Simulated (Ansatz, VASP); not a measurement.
## One calculation of Y3Mg, two programs

Contents of INCAR:

```
  ALGO = Normal
  EDIFF = 1E-6
  ENCUT = 520
  ISIF = 2
  ISMEAR = 1
  LASPH = True
  LCHARG = False
  LREAL = False
  LWAVE = False
  NBANDS = 26
  NELM = 100
  PREC = Accurate
  SIGMA = 0.05
```

Contents of KPOINTS:

```
k-points
0
Gamma
  5 5 5
```

Contents of POSCAR:

```
Y3Mg
1.0
    0.0000000000      4.0079276613      4.0079276613
    4.0079276613      0.0000000000      4.0079276613
    4.0079276613      4.0079276613      0.0000000000
Y Mg
3 1
Direct
    0.5000000000      0.5000000000      0.5000000000
    0.2500000000      0.2500000000      0.2500000000
    0.7500000000      0.7500000000      0.7500000000
    0.0000000000      0.0000000000      0.0000000000
```

Input for Ansatz:

```yaml
crystal:
  lattice:
    - [0.0, 4.007927661301425, 4.007927661301425]
    - [4.007927661301425, 0.0, 4.007927661301425]
    - [4.007927661301425, 4.007927661301425, 0.0]
  atoms:
    - { symbol: "Y", position: [0.5, 0.5, 0.5] }
    - { symbol: "Y", position: [0.25, 0.25, 0.25] }
    - { symbol: "Y", position: [0.75, 0.75, 0.75] }
    - { symbol: Mg, position: [0.0, 0.0, 0.0] }
basis:
  ecutwfc: 500.0
kpoints:
  mp_grid:
    grid: [5, 5, 5]
hamiltonian:
  xc: lda
scf:
  convergence:
    dr2_threshold: 1.0e-05
  mixing:
    algorithm: anderson
    beta: 0.2
    ndim: 4
  occupations:
    method: methfessel_paxton
    width: 0.05
output:
  stress: true
```

The cell comes from a database or a generator and needn't be the stable form of this composition.

Alike in both runs: task single point; functional LDA; k mesh 5 × 5 × 5; occupations methfessel-paxton of order 1, width 0.05 eV; no spin polarisation.

```csv
,VASP,Ansatz
version,VASP 6.6.1,Ansatz 0.2.0
potentials or method,"VASP PAW LDA potentials, release 64 (Y_sv, Mg)","plane waves, PAW"
plane-wave cutoff (eV),520,500
valence electrons in the cell,35,43
```

VASP gave:

| Item | Value |
| --- | --- |
| pressure (GPa) | -5.7 |

Q: What did Ansatz give for the same quantities?

A: Pressure (GPa): -5.4.

The two sets of potentials don't hold the same shells in valence. Ansatz warned: «stress_scf_threshold_loose».
